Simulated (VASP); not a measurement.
# Na2Sb with SCAN: from relaxation to properties, part 3 of 5

Aim: relax Na2Sb, then compute properties on the relaxed cell. The cell is generated by rule, not measured, and may not be a known phase. Left out of this account: at least 8 further runs (self-consistent run: it repeats an earlier run and gave the same numbers; phonons: its modes failed a check).

VASP 6.6.1; SCAN; plane waves and PAW (Na_pv, Sb); invented cell.

Still holding for the runs below: This run has no spin polarisation. Its electron count is odd, so without a moment it is a metal by construction. The k-mesh is coarse for a metal.

So far. Step 4 (Second relaxation): It ends with forces that vanish by symmetry and a pressure of -0.06 GPa. The volume moved by under 0.01 %: the run met its threshold at the first step. Step 5 (Density, ELF and potential (SCAN)): In this run the pressure is -0.06 GPa, small enough to go on; single stress components reach 0.06 GPa.

## 6. Band structure (SCAN)

Levels along the symmetry lines show where the bands peak and cross; KPOINTS_OPT computes them in the converged potential.

INCAR

```
SYSTEM = Na2Sb
PREC = Accurate
ENCUT = 400
EDIFF = 1E-06
NELM = 100
ISMEAR = 1
SIGMA = 0.2
LREAL = .FALSE.
ALGO = Normal
METAGGA = SCAN
LASPH = .TRUE.
NBANDS = 22
LORBIT = 11
LWAVE = .FALSE.
LCHARG = .FALSE.
```

POSCAR

```
Na2Sb
1.0
    5.1376339365      0.0000000000      0.0000000000
   -2.5688169682      4.4493215050      0.0000000000
    0.0000000000      0.0000000000      3.2440408016
Na Sb
2 1
Direct
    0.3333333300      0.6666666700      0.0000000000
    0.6666666700      0.3333333300      0.0000000000
    0.0000000000      0.0000000000      0.5000000000
```

KPOINTS

```
Automatic mesh
0
Gamma
5 5 6
0 0 0
```

KPOINTS_OPT

```
Line mode
16
Line-mode
Reciprocal
  0.00000000   0.00000000   0.00000000 GAMMA
  0.50000000   0.00000000   0.00000000 M

  0.50000000   0.00000000   0.00000000 M
  0.33333333   0.33333333   0.00000000 K

  0.33333333   0.33333333   0.00000000 K
  0.00000000   0.00000000   0.00000000 GAMMA

  0.00000000   0.00000000   0.00000000 GAMMA
  0.00000000   0.00000000   0.50000000 A

  0.00000000   0.00000000   0.50000000 A
  0.50000000   0.00000000   0.50000000 L

  0.50000000   0.00000000   0.50000000 L
  0.33333333   0.33333333   0.50000000 H

  0.33333333   0.33333333   0.50000000 H
  0.00000000   0.00000000   0.50000000 A

  0.50000000   0.00000000   0.50000000 L
  0.50000000   0.00000000   0.00000000 M

  0.33333333   0.33333333   0.00000000 K
  0.33333333   0.33333333   0.50000000 H
```

Potentials, in the order of the species: Na_pv and Sb (PBE family, release 64).

On the command line:

```sh
$ mpirun -np 1 vasp_std
```

Log:

```text
[... set-up lines as in an earlier step ...]
 entering main loop
       N       E                     dE             d eps       ncg     rms          rms(c)
DAV:   1     0.105208668800E+03    0.10521E+03   -0.80836E+03   892   0.721E+02
DAV:   2    -0.395230702639E+02   -0.14473E+03   -0.13974E+03   918   0.250E+02
DAV:   3    -0.482636909770E+02   -0.87406E+01   -0.87053E+01  1062   0.649E+01
DAV:   4    -0.484118352072E+02   -0.14814E+00   -0.14811E+00  1034   0.946E+00
DAV:   5    -0.484158211192E+02   -0.39859E-02   -0.39858E-02  1072   0.145E+00    0.174E+00
DAV:   6    -0.470300060835E+02    0.13858E+01   -0.40885E-01   964   0.553E+00    0.123E+00
DAV:   7    -0.470124172548E+02    0.17589E-01   -0.18341E-01   904   0.303E+00    0.409E-01
DAV:   8    -0.470154520301E+02   -0.30348E-02   -0.93021E-03  1066   0.570E-01    0.312E-01
DAV:   9    -0.470168474122E+02   -0.13954E-02   -0.26714E-03   892   0.395E-01    0.190E-02
DAV:  10    -0.470168527367E+02   -0.53245E-05   -0.13022E-04  1108   0.800E-02    0.121E-02
DAV:  11    -0.470168693899E+02   -0.16653E-04   -0.30934E-05  1002   0.409E-02    0.810E-03
DAV:  12    -0.470168654111E+02    0.39787E-05   -0.19868E-06  1066   0.855E-03    0.506E-03
DAV:  13    -0.470168586434E+02    0.67678E-05   -0.12362E-06   858   0.750E-03    0.107E-03
DAV:  14    -0.470168595278E+02   -0.88440E-06   -0.13880E-07   536   0.318E-03
   1 F= -.47016860E+02 E0= -.47016881E+02  d E =0.652576E-04
 Start KPOINTS_OPT (optional k-point list driver)
k-point batch [1-20\144]
       N       E                     dE             ncg
DAV:   1    -0.230657974014E+04   -0.60795E+04      880
DAV:   2    -0.524870922064E+04   -0.29421E+04      944
DAV:   3    -0.542229269252E+04   -0.17358E+03     1082
DAV:   4    -0.542523927512E+04   -0.29466E+01     1100
DAV:   5    -0.542531881175E+04   -0.79537E-01     1102
DAV:   6    -0.542532215772E+04   -0.33460E-02     1092
DAV:   7    -0.542532236730E+04   -0.20958E-03     1246
DAV:   8    -0.542532237161E+04   -0.43084E-05      954
DAV:   9    -0.542532237181E+04   -0.19670E-06      802
[...]
k-point batch [141-144\144]
       N       E                     dE             ncg
DAV:   1     0.579185166913E+04   -0.30038E+04      176
DAV:   2     0.523144114774E+04   -0.56041E+03      182
DAV:   3     0.519744653768E+04   -0.33995E+02      212
DAV:   4     0.519688353117E+04   -0.56301E+00      212
DAV:   5     0.519686705066E+04   -0.16481E-01      236
DAV:   6     0.519686662033E+04   -0.43033E-03      220
DAV:   7     0.519686660434E+04   -0.15994E-04      228
DAV:   8     0.519686660423E+04   -0.10856E-06      166
```

Wall time 4.9 min (1 MPI rank of Intel Xeon Platinum 8488C (Sapphire Rapids), shared host); peak memory 0.18 GiB.

From OUTCAR (step 6):

```text
   k-points           NKPTS =     20   k-points in BZ     NKDIM =     20   number of bands    NBANDS=     22

   NELECT =      19.0000    total number of electrons

 E-fermi :   4.2883

 k-point     1 :       0.0000    0.0000    0.0000
  band No.  band energies     occupation
    ...
      6     -22.0990      2.00000
      7      -6.5057      2.00000
      8       2.0660      2.00000
      9       2.0660      2.00000
     10       4.2778      1.08910
     11       6.7983     -0.00000
     12       6.7988     -0.00000
     13       8.2830     -0.00000
     14       9.2731      0.00000
     15      11.6633      0.00000
    ...

  Total       -0.0160291     -0.0160291     -0.0155810     -0.0000000     -0.0000000      0.0000000
  in kB       -0.3463195     -0.3463195     -0.3366375     -0.0000000     -0.0000000      0.0000000
  external PRESSURE =      -0.3430921 kB  Pullay stress =       0.0000000 kB

 POSITION                                       TOTAL-FORCE (eV/Angst)
 -----------------------------------------------------------------------------------
     -0.00000      2.96621      0.00000        -0.000000      0.000000     -0.000000
      2.56882      1.48311      0.00000         0.000000     -0.000000      0.000000
      0.00000      0.00000      1.62202         0.000000      0.000000      0.000000
 -----------------------------------------------------------------------------------
    total drift:                               -0.000000      0.000000      0.000000

  FREE ENERGIE OF THE ION-ELECTRON SYSTEM (eV)
  ---------------------------------------------------
  free  energy   TOTEN  =       -47.0168595278 eV

  energy  without entropy=      -47.0169247854  energy(sigma->0) =      -47.01688128

[... 8 parts as in an earlier step ...]

[... 8 further parts left out ...]
```

Spin-orbit coupling is off here; it can split and shift levels that hold much weight on Sb by tenths of an eV or more.

Numbers from this step:

* SCF cycles: 14
* bands: 22
* pressure: -0.03431 GPa

The electronic bands at the labelled points (eV, zero at the Fermi level; # counts the bands kept in this run, so #1 is VASP's band 7):

```tsv
point	#1	#2	#3	#4	#5	#6	#7	#8
Γ	-10.79	-2.22	-2.22	-0.01	2.51	2.51	3.99	4.98
0.47 of the way	-10.65	-3.52	-2.47	0.96	2.63	3.53	4.08	6.95
M	-10.46	-4.46	-2.72	0.55	4.18	5.62	6.12	7.00
0.47 of the way	-10.45	-4.34	-3.19	1.40	4.20	4.67	5.18	8.07
K	-10.42	-3.94	-3.94	3.32	3.32	4.05	4.21	8.52
0.47 of the way	-10.58	-3.84	-2.84	1.91	2.00	4.12	4.76	7.90
Γ	-10.79	-2.22	-2.22	-0.01	2.51	2.51	3.99	4.98
0.47 of the way	-10.03	-1.49	-1.49	-0.77	0.79	3.17	3.18	5.70
A	-8.28	-4.73	-0.03	-0.03	2.90	4.47	4.47	4.53
0.53 of the way	-8.15	-4.53	-1.31	-0.38	2.21	3.61	3.93	5.44
L	-8.03	-4.35	-2.00	-0.60	1.42	3.31	3.66	5.13
0.47 of the way	-8.01	-4.33	-1.90	-0.97	1.55	2.90	4.06	6.19
H	-7.99	-4.30	-1.57	-1.57	2.00	2.00	5.81	5.81
0.47 of the way	-8.11	-4.48	-1.42	-0.65	2.08	3.37	4.50	4.61
A	-8.28	-4.73	-0.03	-0.03	2.90	4.47	4.47	4.53
jump to L	-8.03	-4.35	-2.00	-0.60	1.42	3.31	3.66	5.13
0.47 of the way	-9.49	-3.47	-1.82	-1.15	1.55	4.32	6.17	6.62
M	-10.46	-4.46	-2.72	0.55	4.18	5.62	6.12	7.00
jump to K	-10.42	-3.94	-3.94	3.32	3.32	4.05	4.21	8.52
0.47 of the way	-9.67	-3.18	-3.18	-0.37	4.03	4.03	4.72	5.61
H	-7.99	-4.30	-1.57	-1.57	2.00	2.00	5.81	5.81
```

Of the projections kept (Na, Sb), the largest for each band there, as a share of the weight inside these atoms' spheres; weight between the spheres isn't counted:

```tsv
point	#1	#2	#3	#4	#5	#6	#7	#8
Γ	Sb 0.97	Sb 0.95	Sb 0.95	Na 0.57	Na 0.74	Na 0.74	Sb 0.97	Na 1.00
M	Sb 0.99	Sb 0.65	Sb 0.89	Na 0.77	Sb 1.00	Sb 0.62	Na 0.50	Sb 0.70
K	Sb 0.99	Sb 0.70	Sb 0.70	Sb 0.54	Sb 0.54	Na 0.60	Sb 1.00	Sb 0.94
Γ	Sb 0.97	Sb 0.95	Sb 0.95	Na 0.57	Na 0.74	Na 0.74	Sb 0.97	Na 1.00
A	Sb 0.99	Sb 0.88	Sb 1.00	Sb 1.00	Sb 0.59	Sb 0.71	Sb 0.71	Na 0.71
L	Sb 1.00	Sb 0.95	Sb 0.86	Sb 1.00	Na 0.84	Na 0.58	Na 0.59	Na 0.89
```

There is no gap at this level.

## 7. Total and projected DOS (SCAN)

Here the states are counted by energy and projected on the atoms. The mesh is finer than in the run before.

INCAR, as its differences from that of step 6:

```diff
@@ -5,3 +5,3 @@
 NELM = 100
-ISMEAR = 1
+ISMEAR = -5
 SIGMA = 0.2
@@ -15 +15,2 @@
 LCHARG = .FALSE.
+NEDOS = 2001
```

POSCAR is that of step 6.

KPOINTS

```
Automatic mesh
0
Gamma
7 7 9
0 0 0
```

On the command line:

```sh
$ mpirun -np 1 vasp_std
```

Log:

```text
[... set-up lines as in an earlier step ...]
 entering main loop
       N       E                     dE             d eps       ncg     rms          rms(c)
DAV:   1     0.108485907529E+03    0.10849E+03   -0.81641E+03  1766   0.742E+02
DAV:   2    -0.391402512449E+02   -0.14763E+03   -0.14298E+03  1826   0.253E+02
DAV:   3    -0.481533323512E+02   -0.90131E+01   -0.89628E+01  2198   0.660E+01
DAV:   4    -0.483112513801E+02   -0.15792E+00   -0.15790E+00  2048   0.953E+00
DAV:   5    -0.483153832476E+02   -0.41319E-02   -0.41316E-02  2190   0.149E+00    0.170E+00
DAV:   6    -0.469224525558E+02    0.13929E+01   -0.40935E-01  1908   0.552E+00    0.120E+00
DAV:   7    -0.469048040964E+02    0.17648E-01   -0.17972E-01  1838   0.302E+00    0.413E-01
DAV:   8    -0.469080699495E+02   -0.32659E-02   -0.99518E-03  2170   0.585E-01    0.310E-01
DAV:   9    -0.469098538555E+02   -0.17839E-02   -0.29709E-03  1848   0.417E-01    0.246E-02
DAV:  10    -0.469097817390E+02    0.72116E-04   -0.14400E-04  2154   0.853E-02    0.132E-02
DAV:  11    -0.469096711622E+02    0.11058E-03   -0.44504E-05  1996   0.414E-02    0.739E-03
DAV:  12    -0.469096879182E+02   -0.16756E-04   -0.31687E-06  2176   0.106E-02    0.529E-03
DAV:  13    -0.469096967746E+02   -0.88565E-05   -0.41138E-06  1930   0.107E-02    0.210E-03
DAV:  14    -0.469096818904E+02    0.14884E-04   -0.77037E-07  1706   0.363E-03    0.116E-03
DAV:  15    -0.469096837386E+02   -0.18481E-05   -0.65797E-08  1108   0.154E-03    0.789E-05
DAV:  16    -0.469096831142E+02    0.62436E-06   -0.64051E-09  1078   0.639E-04
   1 F= -.46909683E+02 E0= -.46909683E+02  d E =0.000000E+00
 -----------------------------------------------------------------------------
|                                                                             |
|           W    W    AA    RRRRR   N    N  II  N    N   GGGG   !!!           |
|           W    W   A  A   R    R  NN   N  II  NN   N  G    G  !!!           |
|           W    W  A    A  R    R  N N  N  II  N N  N  G       !!!           |
|           W WW W  AAAAAA  RRRRR   N  N N  II  N  N N  G  GGG   !            |
|           WW  WW  A    A  R   R   N   NN  II  N   NN  G    G                |
|           W    W  A    A  R    R  N    N  II  N    N   GGGG   !!!           |
|                                                                             |
|     Tetrahedron method does not include variations of the Fermi             |
|     occupations, so forces and stress will be inaccurate. We suggest        |
|     using a different smearing scheme ISMEAR = 1 or 2 for metals in         |
|     relaxations.                                                            |
|                                                                             |
 -----------------------------------------------------------------------------
```

The job ended after 2.3 min (1 MPI rank; peak memory 0.19 GiB).

OUTCAR, selected parts (step 7):

```text
   k-points           NKPTS =     40   k-points in BZ     NKDIM =     40   number of bands    NBANDS=     22

   NELECT =      19.0000    total number of electrons

 E-fermi :   3.8513

 k-point     1 :       0.0000    0.0000    0.0000
  band No.  band energies     occupation
    ...
      5     -22.1142      2.00000
      6     -22.0937      2.00000
      7      -6.5097      2.00000
      8       2.0649      2.00000
      9       2.0649      2.00000
     10       4.2716      0.00000
     11       6.7925      0.00000
     12       6.7930      0.00000
     13       8.2997      0.00000
     14       9.2691      0.00000
    ...

  Total       -0.1513395     -0.1513395      0.5468695     -0.0000000     -0.0000000      0.0000000
  in kB       -3.2697884     -3.2697884     11.8154708     -0.0000000     -0.0000000      0.0000000
  external PRESSURE =       1.7586314 kB  Pullay stress =       0.0000000 kB

 POSITION                                       TOTAL-FORCE (eV/Angst)
 -----------------------------------------------------------------------------------
     -0.00000      2.96621      0.00000        -0.000000      0.000000      0.000000
      2.56882      1.48311      0.00000         0.000000     -0.000000     -0.000000
      0.00000      0.00000      1.62202         0.000000      0.000000      0.000000
 -----------------------------------------------------------------------------------
    total drift:                               -0.000000      0.000000      0.000000

  FREE ENERGIE OF THE ION-ELECTRON SYSTEM (eV)
  ---------------------------------------------------
  free  energy   TOTEN  =       -46.9096831142 eV

  energy  without entropy=      -46.9096831142  energy(sigma->0) =      -46.90968311

[... 6 parts as in an earlier step ...]

[... 10 further parts left out ...]
```

With tetrahedra the forces and stress of a metal are not exact derivatives of the energy.

This step gave:

- SCF cycles: 16
- irreducible k-points: 40
- free energy (TOTEN): -46.91 eV
- Fermi energy: 3.851 eV
- pressure: 0.1759 GPa
- DOS at the Fermi level, one point of the energy grid: 0.6853 states/eV/cell

The density of states has structure finer than the step of the table below, so its rows give means over 1 eV, whole bins alone (the curve runs from -12.0 to 6.95 eV). Peaks (eV: height): total -3.7: 2.52, -2.0: 2.70, 3.9: 2.49, 5.9: 3.45; Sb p -3.7: 0.633, -2.3: 0.467, -2.0: 0.733, -0.4: 0.379; Na s 2.2: 0.172, 2.6: 0.223, 3.6: 0.183, 3.9: 0.226; Sb s -10.0: 1.06, -7.7: 1.20; Na p 4.0: 0.125, 4.3: 0.118, 4.4: 0.119, 5.9: 0.256.

States under -12.0 eV and over 6.9 eV are left out. The density of states by energy, zero at the Fermi level; means over each step; values in states/eV/cell:

```tsv
energy (eV)	total	Sb p	Na s	Sb s	Na p
-11	0	0	0	0	0
-10	0.826	0.00375	0.00487	0.417	0.00330
-9	0.583	0.00846	0.00224	0.304	0.00233
-8	0.595	0.00597	8.4e-4	0.342	0.00191
-7	0	0	0	0	0
-6	0	0	0	0	0
-5	0	0	0	0	0
-4	0.613	0.144	0.0272	0.00823	0.00577
-3	1.19	0.256	0.0567	0.0159	0.0174
-2	1.76	0.453	0.0294	0.0302	0.0361
-1	0.927	0.260	0.00820	0.00839	0.0172
0	0.705	0.218	0.00752	0.0194	0.00721
1	0.398	0.0534	0.0390	0.0258	0.00773
2	0.829	0.0665	0.100	0.0333	0.0235
3	1.69	0.194	0.163	0.0456	0.0583
4	1.89	0.186	0.134	0.0273	0.102
5	1.48	0.139	0.0596	0.0204	0.0974
6	1.83	0.133	0.0818	0.0218	0.132
```

The finer mesh and the other smearing move the Fermi level by -0.44 eV from the 5×5×6 run, one measure of the sampling error in the zero of the bands above. Of the states within 0.3 eV of the Fermi level, the largest shares in the PAW spheres are Sb p 32 %. The rest lies in smaller channels or between the spheres.

## 8. Volume scan with SCAN, volume scale 0.94

An equation of state needs energies on both sides of the minimum, all on one mesh and cutoff.

INCAR

```
SYSTEM = Na2Sb
PREC = Accurate
ENCUT = 400
EDIFF = 1E-06
NELM = 100
ISMEAR = 1
SIGMA = 0.2
LREAL = .FALSE.
ALGO = Normal
METAGGA = SCAN
LASPH = .TRUE.
NBANDS = 15
LORBIT = 11
LWAVE = .FALSE.
LCHARG = .FALSE.
ISIF = 2
```

POSCAR

```
Na2Sb
1.0
    5.0327548359      0.0000000000      0.0000000000
   -2.5163774179      4.3584935395      0.0000000000
    0.0000000000      0.0000000000      3.1778173054
Na Sb
2 1
Direct
    0.3333333300      0.6666666700      0.0000000000
    0.6666666700      0.3333333300      0.0000000000
    0.0000000000      0.0000000000      0.5000000000
```

KPOINTS

```
Automatic mesh
0
Gamma
5 5 6
0 0 0
```

On the command line:

```sh
$ mpirun -np 1 vasp_std
```

Log:

```text
[... set-up lines as in an earlier step ...]
 entering main loop
       N       E                     dE             d eps       ncg     rms          rms(c)
DAV:   1     0.864365627465E+02    0.86437E+02   -0.88107E+03   600   0.110E+03
DAV:   2    -0.416448820121E+02   -0.12808E+03   -0.12570E+03   698   0.319E+02
DAV:   3    -0.482405980581E+02   -0.65957E+01   -0.65253E+01   705   0.801E+01
DAV:   4    -0.483377517041E+02   -0.97154E-01   -0.97146E-01   768   0.108E+01
DAV:   5    -0.483407161514E+02   -0.29644E-02   -0.29644E-02   773   0.176E+00    0.181E+00
DAV:   6    -0.469998651884E+02    0.13409E+01   -0.52573E-01   698   0.823E+00    0.132E+00
DAV:   7    -0.469841027259E+02    0.15762E-01   -0.21623E-01   600   0.422E+00    0.446E-01
DAV:   8    -0.469870532898E+02   -0.29506E-02   -0.76784E-03   775   0.807E-01    0.277E-01
DAV:   9    -0.469881324988E+02   -0.10792E-02   -0.26560E-03   635   0.542E-01    0.312E-02
DAV:  10    -0.469880080483E+02    0.12445E-03   -0.12541E-04   789   0.120E-01    0.190E-02
DAV:  11    -0.469878662776E+02    0.14177E-03   -0.50503E-05   684   0.694E-02    0.731E-03
DAV:  12    -0.469878732746E+02   -0.69970E-05   -0.28639E-06   782   0.141E-02    0.441E-03
DAV:  13    -0.469878966679E+02   -0.23393E-04   -0.16991E-06   676   0.106E-02    0.555E-04
DAV:  14    -0.469878898566E+02    0.68113E-05   -0.15505E-07   412   0.362E-03    0.207E-04
DAV:  15    -0.469878897727E+02    0.83989E-07   -0.14059E-08   370   0.108E-03
   1 F= -.46987890E+02 E0= -.46987861E+02  d E =-.854669E-04
```

It took 71 s on 1 MPI rank; peak memory 0.17 GiB.

Parts of OUTCAR (step 8):

```text
   ENCUT  =  400.0 eV  29.40 Ry    5.42 a.u.   8.21  8.21  5.18*2*pi/ulx,y,z

   NELECT =      19.0000    total number of electrons

 E-fermi :   4.8338

 k-point     1 :       0.0000    0.0000    0.0000
  band No.  band energies     occupation
    ...
      6     -21.6181      2.00000
      7      -6.3002      2.00000
      8       2.4184      2.00000
      9       2.4184      2.00000
     10       4.8760      0.65164
     11       7.3011     -0.00000
     12       7.3015     -0.00000
     13       9.0691      0.00000
     14       9.9455      0.00000
     15      12.4396      0.00000

  Total        0.8304044      0.8304044      1.0591352      0.0000000      0.0000000      0.0000000
  in kB       19.0866233     19.0866233     24.3439408      0.0000000      0.0000000      0.0000000
  external PRESSURE =      20.8390624 kB  Pullay stress =       0.0000000 kB

 POSITION                                       TOTAL-FORCE (eV/Angst)
 -----------------------------------------------------------------------------------
     -0.00000      2.90566      0.00000        -0.000000      0.000000      0.000000
      2.51638      1.45283      0.00000        -0.000000     -0.000000      0.000000
      0.00000      0.00000      1.58891         0.000000      0.000000      0.000000
 -----------------------------------------------------------------------------------
    total drift:                               -0.000000      0.000000      0.000000

  FREE ENERGIE OF THE ION-ELECTRON SYSTEM (eV)
  ---------------------------------------------------
  free  energy   TOTEN  =       -46.9878897727 eV

  energy  without entropy=      -46.9878043058  energy(sigma->0) =      -46.98786128

[... 4 parts as in an earlier step ...]

[... 12 further parts left out ...]
```

The scan keeps the cell's shape and the fractional positions fixed.

This step gave:

* SCF cycles: 15
* bands: 15
* irreducible k-points: 20
* free energy (TOTEN): -46.99 eV
* Fermi energy: 4.834 eV
* pressure: 2.084 GPa

The pressure here is 2.08 GPa.

(Continued in part 4 of 5.)

[Lines on the potential files, build, host, timing and source positions are cut from VASP's logs without a mark.]

[Logs are printed without paths, hosts, clocks, repeated set-up lines and the standing remarks that a program may print on its own settings, such as how far it seeks lower states.]

[Hosts, paths, dates, database ids (printed as entryN), source tags and the programs' standing remarks are cut or masked in the printed files.]

[A measured line is paired with the nearest computed mode of its activity, which favours agreement.]

[In band tables of VASP the shares of atoms and orbitals are scaled to a sum of 1 inside the atoms' spheres.]
